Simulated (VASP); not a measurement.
# CaGe2Au2: interstitial Li from one void to a neighbouring one

How hard is this move in CaGe2Au2: interstitial Li from one void to a neighbouring one? Both ends are relaxed first, then a band of images between them. The start is a cell from a database of measured crystal structures.

Calculated with VASP 6.6.1; PBEsol; plane waves and PAW (Au, Ge, Ca_pv), in the first sound run; inputs show where later runs differ.

Report form: the programs' logs are mostly left out.

### 1. The host crystal

It takes space group I4/mmm (No. 139, tetragonal). Conventional cell: a = 4.430 Å, b = 4.430 Å, c = 10.230 Å, α = 90.00°, β = 90.00°, γ = 90.00°. Nearest to Au lie 4 Ge at 2.58 Å and 4 Au at 3.13 Å and 4 Ca at 3.38 Å. Nearest to Ge lie 1 Ge at 2.48 Å and 4 Au at 2.58 Å and 4 Ca at 3.37 Å. Nearest to Ca lie 8 Ge at 3.37 Å and 8 Au at 3.38 Å. Farther neighbours are not listed.

Structure file:

```
Au Ge Ca
1.0
    -2.21500    2.21500    5.11500
     2.21500   -2.21500    5.11500
     2.21500    2.21500   -5.11500
Au Ge Ca
2 2 1
Direct
  0.25000 0.75000 0.50000
  0.75000 0.25000 0.50000
  0.62100 0.62100 0.00000
  0.37900 0.37900 0.00000
  0.00000 0.00000 0.00000
```

### 2. Relax the host

First cell and atoms are relaxed at a raised cutoff, so that later runs start from this functional's own cell.

File INCAR:

```
SYSTEM = CaGe2Au2
PREC = Accurate
ENCUT = 350
EDIFF = 1E-06
NELM = 120
ISMEAR = 0
SIGMA = 0.1
LREAL = .FALSE.
ALGO = Normal
GGA = PS
NBANDS = 25
LORBIT = 11
LWAVE = .FALSE.
LCHARG = .FALSE.
KPAR = 3
IBRION = 2
NSW = 40
ISIF = 3
EDIFFG = -0.02
POTIM = 0.4
```

File POSCAR:

```
CaGe2Au2
1.0
   -2.2150000000      2.2150000000      5.1150000000
    2.2150000000     -2.2150000000      5.1150000000
    2.2150000000      2.2150000000     -5.1150000000
Au Ge Ca
2 2 1
Direct
    0.2500000000      0.7500000000      0.5000000000
    0.7500000000      0.2500000000      0.5000000000
    0.6210000000      0.6210000000      0.0000000000
    0.3790000000      0.3790000000      0.0000000000
    0.0000000000      0.0000000000      0.0000000000
```

File KPOINTS:

```
Automatic mesh
0
Gamma
6 6 6
0 0 0
```

PAW data sets: Au, Ge and Ca_pv (PBE family, release 64).

The run is started by

```sh
$ mpirun -np 3 vasp_std
```

The job ended after 84 s (3 MPI ranks of AMD EPYC 9R45, shared host; peak memory 0.76 GiB).

The k-mesh is coarse for a metal. The PAW data sets were made with PBE, which is usual practice but a small mismatch for other functionals. The data set Ge keeps the semicore shell frozen, which is cheaper and a little less accurate. The run keeps the 16 symmetry operations of its start, so it cannot find a distortion of lower symmetry.

Relaxation path:

| step | energy less that of the first step (eV) | largest force (eV/Å) | pressure (GPa) | volume (Å³) |
| --- | --- | --- | --- | --- |
| 1 | 0.0000 | 0.4320 | 0.55 | 100.38 |
| 2 | -0.0087 | 0.0746 | -0.47 | 101.18 |
| 3 | -0.0087 | 0.0828 | -0.45 | 101.17 |
| 4 | -0.0105 | 0.0188 | -0.03 | 100.63 |
| 5 | -0.0106 | 0.0066 | 0.10 | 100.43 |
| 6 | -0.0117 | 0.0089 | 0.11 | 100.39 |
| 7 | -0.0126 | 0.0409 | 0.11 | 100.29 |
| 8 | -0.0126 | 0.0376 | 0.11 | 100.30 |
| 9 | -0.0126 | 0.0154 | -0.13 | 100.54 |

| conventional cell, symmetrised | before | after | change |
| --- | --- | --- | --- |
| a (Å) | 4.430 | 4.412 | -0.4 % |
| b (Å) | 4.430 | 4.412 | -0.4 % |
| c (Å) | 10.230 | 10.328 | +1.0 % |
| volume (Å³/atom) | 20.08 | 20.11 | +0.2 % |

The atoms that moved most (Å, as changes of fractional coordinates times the final cell):

| atom | dx | dy | dz | length |
| --- | --- | --- | --- | --- |
| Ge4 | 0.000 | 0.000 | 0.033 | 0.033 |
| Ge3 | 0.000 | 0.000 | -0.033 | 0.033 |

Final coordinates:

```cif
data_structure
_symmetry_space_group_name_H-M 'P 1'
_symmetry_Int_Tables_number 1
_cell_length_a 6.0334
_cell_length_b 6.0334
_cell_length_c 6.0334
_cell_angle_alpha 137.103
_cell_angle_beta 137.103
_cell_angle_gamma 62.280
_cell_volume 100.54
loop_
_atom_site_label
_atom_site_type_symbol
_atom_site_fract_x
_atom_site_fract_y
_atom_site_fract_z
_atom_site_occupancy
Au1 Au 0.25000 0.75000 0.50000 1
Au2 Au 0.75000 0.25000 0.50000 1
Ge3 Ge 0.61782 0.61782 0.00000 1
Ge4 Ge 0.38218 0.38218 0.00000 1
Ca5 Ca 0.00000 0.00000 0.00000 1
```

This step gave:

```yaml
electronic_cycles: 58
electrons: 38
free_energy_toten: -22.17 eV
energy_at_zero_smearing: -22.17 eV
fermi_energy: 6.209 eV
labelled_metallic_from_the_levels_on_this_mesh: yes
```

The run ended after 9 ionic steps, 0.013 eV below its first step, once forces and stress met EDIFFG = -0.02.

### 3. Relax the start

This step: PBEsol; plane waves and PAW (Au, Ge, Ca_pv, Li) (VASP 6.6.1).

System of this step: LiCa4Ge8Au8. The cell holds 21 atoms: 8 Au, 8 Ge, 4 Ca and 1 Li. Cell: a = 10.328 Å, b = 6.240 Å, c = 12.067 Å, α = 90.0°, β = 148.9°, γ = 90.0°. It derives from CaGe2Au2. Nearest the centre at fractional (0.222, 0.500, 0.250): Li21 at 1.56 Å, Ca20 at 1.57 Å, Ge15 at 1.83 Å, Ge11 at 2.15 Å, Au3 at 2.76 Å, Au7 at 2.78 Å, Au5 at 3.25 Å, Au1 at 3.27 Å.

A path needs two true minima; the start is relaxed with symmetry off.

File INCAR:

```
SYSTEM = LiCa4Ge8Au8
PREC = Normal
ENCUT = 280
EDIFF = 1E-05
NELM = 120
ISMEAR = 1
SIGMA = 0.15
LREAL = Auto
ALGO = Fast
GGA = PS
NBANDS = 97
LORBIT = 11
LWAVE = .FALSE.
LCHARG = .FALSE.
KPAR = 3
IBRION = 2
NSW = 60
ISIF = 2
EDIFFG = -0.05
POTIM = 0.4
MAXMIX = 40
ISYM = 0
```

File POSCAR:

```
LiCa4Ge8Au8
1.0
    0.0000000000      0.0000000000     10.3279839780
    4.4123825598     -4.4123825598      0.0000000000
    4.4123825598      4.4123825598    -10.3279839780
Au Ge Ca Li
8 8 4 1
Direct
    0.5032851751      0.2489211408      0.2526452882
    0.4999628414      0.2449947379      0.7490984432
    0.0008060825      0.7474660598      0.2501000930
    0.0017897239      0.7506021922      0.7507310217
    0.4970281095      0.7487001487      0.2479617270
    0.5008808803      0.7512671705      0.7514472188
   -0.0023391979      0.2488108098      0.2476450349
    0.0042576960      0.2464425870      0.7523081881
    0.6070565228     -0.0018632773     -0.0104256049
    0.6177687712     -0.0014410206      0.4995273587
    0.1193688794      0.5073199898      0.0022795349
    0.1251998735      0.5031639791      0.5060952888
    0.3776036898      0.0025701960     -0.0049000319
    0.3783218250      0.0030286724      0.4974654556
    0.8796847168      0.5019778610     -0.0023044133
    0.8814960503      0.5001357470      0.5002970487
    0.0039866544     -0.0006740551      0.0033653361
   -0.0011672476     -0.0035125751      0.4998037841
    0.5013342937      0.5044215297     -0.0004365596
    0.4965165660      0.5027846303      0.4971244281
    0.2210610834      0.2495043742      0.2507408551
```

File KPOINTS:

```
Automatic mesh
0
Gamma
3 3 3
0 0 0
```

PAW data sets: Au, Ge, Ca_pv and Li (PBE family, release 64).

The run is started by

```sh
$ mpirun -np 3 vasp_std
```

Wall time 14 min (3 MPI ranks); peak memory 1.1 GiB; 43 min of CPU time.

This run has no spin polarisation. Its electron count is odd, so without a moment it is a metal by construction.

Step by step:

| step | energy less that of the first step (eV) | largest force (eV/Å) |
| --- | --- | --- |
| 1 | 0.0000 | 2.2019 |
| 2 | -0.4962 | 1.7005 |
| 3 | -0.9609 | 0.9442 |
| 4 | -0.9660 | 0.8264 |
| 5 | -1.0850 | 0.4831 |
| 6 | -1.1270 | 0.3190 |
| 7 | -1.1486 | 0.1743 |
| 8 | -1.1503 | 0.1545 |
| 9 | -1.1568 | 0.1252 |
| 10 | -1.1618 | 0.0937 |
| 11 | -1.1585 | 0.2326 |
| 12 | -1.1626 | 0.1283 |
| 13 | -1.1673 | 0.0911 |
| 14 | -1.1709 | 0.1230 |
| 15 | -1.1750 | 0.0729 |
| 16 | -1.1757 | 0.0671 |
| 17 | -1.1757 | 0.0741 |
| 18 | -1.1773 | 0.0445 |

The atoms that moved most (Å):

| atom | dx | dy | dz | length |
| --- | --- | --- | --- | --- |
| Ca17 | -0.408 | -0.025 | -0.011 | 0.409 |
| Ca20 | 0.396 | 0.026 | 0.012 | 0.397 |
| Li21 | -0.001 | -0.013 | 0.280 | 0.281 |
| Au4 | -0.006 | -0.004 | 0.158 | 0.159 |
| Au6 | -0.012 | -0.009 | -0.119 | 0.120 |
| Ge9 | 0.069 | 0.041 | -0.018 | 0.082 |
| Ge12 | -0.057 | -0.009 | -0.032 | 0.066 |
| Au8 | 0.008 | -0.031 | -0.054 | 0.063 |

Final coordinates:

```cif
data_structure
_symmetry_space_group_name_H-M 'P 1'
_symmetry_Int_Tables_number 1
_cell_length_a 10.3280
_cell_length_b 6.2401
_cell_length_c 12.0667
_cell_angle_alpha 90.000
_cell_angle_beta 148.860
_cell_angle_gamma 90.000
_cell_volume 402.15
loop_
_atom_site_label
_atom_site_type_symbol
_atom_site_fract_x
_atom_site_fract_y
_atom_site_fract_z
_atom_site_occupancy
Au1 Au 0.49681 0.25041 0.24953 1
Au2 Au 0.49958 0.24892 0.74967 1
Au3 Au 0.99846 0.74898 0.24929 1
Au4 Au 0.01595 0.75031 0.74956 1
Au5 Au 0.49704 0.75090 0.25018 1
Au6 Au 0.48694 0.75097 0.74904 1
Au7 Au 0.99462 0.25036 0.24919 1
Au8 Au 0.99646 0.25087 0.74971 1
Ge9 Ge 0.61776 0.00138 0.00202 1
Ge10 Ge 0.62359 0.99674 0.50411 1
Ge11 Ge 0.11533 0.50508 0.99591 1
Ge12 Ge 0.11464 0.49776 0.49865 1
Ge13 Ge 0.38588 0.00480 0.00444 1
Ge14 Ge 0.37788 0.99758 0.50026 1
Ge15 Ge 0.87420 0.50226 0.99658 1
Ge16 Ge 0.87652 0.49568 0.49469 1
Ca17 Ca 0.95391 0.95600 0.95431 1
Ca18 Ca 0.99875 0.00025 0.50008 1
Ca19 Ca 0.49744 0.49988 0.99918 1
Ca20 Ca 0.54544 0.54463 0.54492 1
Li21 Li 0.24671 0.25086 0.24923 1
```

This step gave:

```
electronic cycles       : 162
electrons               : 153
free energy (TOTEN)     : -89.8644 eV
energy at zero smearing : -89.8623 eV
Fermi energy            : 6.442 eV
```

The run ended after 18 ionic steps, 1.177 eV below its first step, once the forces on the free atoms met EDIFFG = -0.05.

### 4. Relax the end

The end state is relaxed in the same way, so that both ends share their errors.

INCAR is that of step 3.

File POSCAR:

```
LiCa4Ge8Au8
1.0
    0.0000000000      0.0000000000     10.3279839780
    4.4123825598     -4.4123825598      0.0000000000
    4.4123825598      4.4123825598    -10.3279839780
Au Ge Ca Li
8 8 4 1
Direct
    0.4970387799      0.2470379776      0.2479426342
    0.4990622203      0.2488124015      0.7522550745
    0.0027758534      0.7478010546      0.2533520101
    0.0003580539      0.7464575637      0.7498672582
    0.4983784837      0.7528127633      0.2512480046
    0.5002416789      0.7507610795      0.7487402749
   -0.0055716513      0.2541349136      0.2467427657
    0.0023037371      0.2504623897      0.7535435596
    0.6197350785     -0.0010122022      0.0010074484
    0.6202040946      0.0014045848      0.5025671569
    0.1152678647      0.4970206780      0.0018060418
    0.1148209511      0.4996109688      0.4997605484
    0.3831277827      0.0022303021     -0.0007217584
    0.3857716019     -0.0018011705      0.5012318994
    0.8781301333      0.5028525422     -0.0011168378
    0.8845675857      0.5042260078      0.5037215538
    0.0015432939      0.0007607419     -0.0001068680
   -0.0012757194      0.0000457318      0.5001080545
    0.5000105880      0.5034073084     -0.0012788978
    0.4952224843      0.5069092458      0.4999983036
    0.2274564340      0.7456236364      0.2571724891
```

KPOINTS is that of step 3.

The run is started by

```sh
$ mpirun -np 3 vasp_std
```

Elapsed: 14 min, on 3 MPI ranks; peak memory 1.1 GiB.

The steps of the relaxation:

| step | energy less that of the first step (eV) | largest force (eV/Å) |
| --- | --- | --- |
| 1 | 0.0000 | 2.6129 |
| 2 | -0.5218 | 1.8871 |
| 3 | -0.9911 | 1.1677 |
| 4 | -0.9939 | 1.0461 |
| 5 | -1.1255 | 0.4469 |
| 6 | -1.1633 | 0.4140 |
| 7 | -1.1883 | 0.1664 |
| 8 | -1.1904 | 0.1372 |
| 9 | -1.1967 | 0.1101 |
| 10 | -1.1992 | 0.1129 |
| 11 | -1.1993 | 0.1428 |
| 12 | -1.2043 | 0.0913 |
| 13 | -1.2065 | 0.0752 |
| 14 | -1.2079 | 0.1113 |
| 15 | -1.2116 | 0.0891 |
| 16 | -1.2121 | 0.0764 |
| 17 | -1.2140 | 0.0605 |
| 18 | -1.2141 | 0.0659 |
| 19 | -1.2154 | 0.0389 |

The atoms that moved most (Å):

| atom | dx | dy | dz | length |
| --- | --- | --- | --- | --- |
| Ca20 | -0.024 | 0.427 | 0.046 | 0.430 |
| Ca17 | 0.004 | -0.386 | -0.044 | 0.389 |
| Li21 | 0.001 | -0.048 | 0.273 | 0.277 |
| Au8 | -0.003 | -0.012 | 0.163 | 0.164 |
| Au2 | 0.003 | -0.012 | -0.120 | 0.121 |
| Ge14 | 0.038 | -0.027 | -0.073 | 0.087 |
| Ge16 | -0.036 | -0.041 | -0.013 | 0.056 |
| Ge13 | -0.006 | 0.048 | -0.026 | 0.055 |

Final coordinates:

```xyz
21
Lattice="0.0000 0.0000 10.3280 4.4124 -4.4124 0.0000 4.4124 4.4124 -10.3280" Properties=species:S:1:pos:R:3 pbc="T T T"
Au    2.2002    0.0061    2.5377
Au    4.4198    2.2092   -2.7349
Au    4.4273   -2.1930   -2.6289
Au    6.6235    0.0160   -7.7893
Au    4.4181   -2.2177    2.5457
Au    6.6106   -0.0153   -2.5894
Au    2.2115   -0.0072   -2.5946
Au    4.4274    2.2073   -7.5954
Ge   -0.0037    0.0312    6.3586
Ge    2.2531    2.2196    1.2336
Ge    2.1820   -2.1930    1.2172
Ge    4.4119   -0.0115   -3.9887
Ge    0.0002    0.0350    3.9388
Ge    2.2418    2.1927   -1.2659
Ge    2.1975   -2.2173    9.0476
Ge    4.4115   -0.0430    3.9199
Ca    0.0072   -0.3898   -0.0272
Ca    2.2147    2.2089   -5.1910
Ca    2.2072   -2.2018    5.1410
Ca    4.4186    0.3969   -0.0034
Li    4.4262   -2.2030   -0.0341
```

This step gave:

- electronic cycles: 170
- free energy (TOTEN): -89.8663 eV
- energy at zero smearing: -89.8644 eV
- Fermi energy: 6.441 eV

The run ended after 19 ionic steps, 1.215 eV below its first step, once the forces on the free atoms met EDIFFG = -0.05.

(Part 1 of 2 ends here.)

[Lines on the potential files, build, host, timing and source positions are cut from VASP's logs without a mark.]

[Logs are printed without paths, hosts, clocks, repeated set-up lines and the standing remarks that a program may print on its own settings, such as how far it seeks lower states.]

[Hosts, paths, dates, database ids (printed as entryN), source tags and the programs' standing remarks are cut or masked in the printed files.]

[Runs that stopped without an error message from VASP are left out.]
